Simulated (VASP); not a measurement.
**TaTe (relaxed from the rock salt structure, space group Fm-3m): computed properties**

These are PBEsol GGA, VASP's PBE PAW potentials (set 64) (plane waves; VASP) values and carry that method's errors.

```json
{
  "space_group": "Fm-3m (225)",
  "cell": "a = 5.623 Å, b = 5.623 Å, c = 5.623 Å, α = 90.00°, β = 90.00°, γ = 90.00°",
  "volume_per_atom": "22.22 Å³/atom",
  "band gap (over mesh and band path)": "none (metal, semimetal or under 0.01 eV)",
  "density": "11.53 g/cm³"
}
```

```xyz
2
Lattice="0.0000 2.8115 2.8115 2.8115 0.0000 2.8115 2.8115 2.8115 0.0000" Properties=species:S:1:pos:R:3 pbc="T T T"
Ta     0.0000     0.0000     0.0000
Te     2.8115     2.8115     2.8115
```

Unless said otherwise, spin-orbit coupling is left out, though it shifts the bands of the heavy elements here.

The structure was generated: TaTe was put into the rock salt type (Fm-3m), which need not be its known phase. It was relaxed first, which changed the volume by -40 %. Symmetry was kept, so distortions that lower it aren't found. The electron count is odd and the run is not spin-polarised, which forces a metal.
